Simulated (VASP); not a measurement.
Energy against volume of ZrO₂ (fluorite). Computed with PBE GGA, VASP's PBE PAW potentials (set 64) (plane waves; VASP). Run with 520 eV cut-off, 8×8×8 Γ-centred mesh, Gaussian smearing of 0.050 eV, potentials Zr_sv O.

| V (Å³/atom) | E (eV/atom) |
|---|---|
| 10.504 | -9.48880 |
| 10.839 | -9.51447 |
| 11.174 | -9.52277 |
| 11.510 | -9.51615 |

Q: Fit these four points and predict the energy of the run at 11.845 Å³/atom.

A: A cubic in V^(−2/3), the third-order Birch-Murnaghan form, passes through the four points with V0 = 11.18 Å³/atom and B0 = 236 GPa, and gives -9.4968 eV/atom there. The run gave -9.4969 eV/atom, -0.1 meV/atom from the fit; all five points give B0 = 235 GPa.

The compound is ZrO2 in the fluorite structure, the high-temperature cubic form, which is unstable at 0 K; the monoclinic form is the stable one. It was relaxed first.
